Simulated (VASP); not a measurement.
Here is a VASP 6.6.1 calculation.

The input INCAR:

```
PREC = Accurate ; ENCUT = 600
EDIFF = 1E-7 ; ISMEAR = 0
SIGMA = 0.03 ; LREAL = False
LASPH = True ; NELM = 80
ALGO = Normal ; ISIF = 3
LWAVE = False ; LCHARG = False
GGA = PE ; IBRION = 2
NSW = 90 ; EDIFFG = -0.005
KPAR = 2
```

KPOINTS

```
Automatic mesh
0
Gamma
  8 8 8
```

The input POSCAR:

```
BaTiO3                                  
1.0
    4.0319540223     -0.0000000000     -0.0000000000
   -0.0000000000      4.0319540223     -0.0000000000
   -0.0000000000      0.0000000000      4.0319540223
  Ba              Ti              O             
     1     1     3
Direct
     0.5000000000000000    0.5000000000000000    0.5000000000000000
     0.0000000000000000    0.0000000000000000    0.0000000000000000
     0.5000000000000000    0.0000000000000000    0.0000000000000000
     0.0000000000000000    0.5000000000000000    0.0000000000000000
     0.0000000000000000    0.0000000000000000    0.5000000000000000
```

Potentials or basis: VASP PAW PBE potentials, release 64 (Ba_sv, Ti_sv, O).

Run with:

```sh
$ cat potpaw_PBE.64/Ba_sv/POTCAR potpaw_PBE.64/Ti_sv/POTCAR potpaw_PBE.64/O/POTCAR > POTCAR
$ mpirun -np 2 vasp_std > vasp.out
```

(1) Estimate the band gap on the k mesh.

Results:

(1) 1.70 eV, indirect (least direct gap 1.87 eV).

Caveat: the relaxation stopped at its first step, so nothing moved; spin-orbit coupling is left out, which moves the levels of the heavy elements.
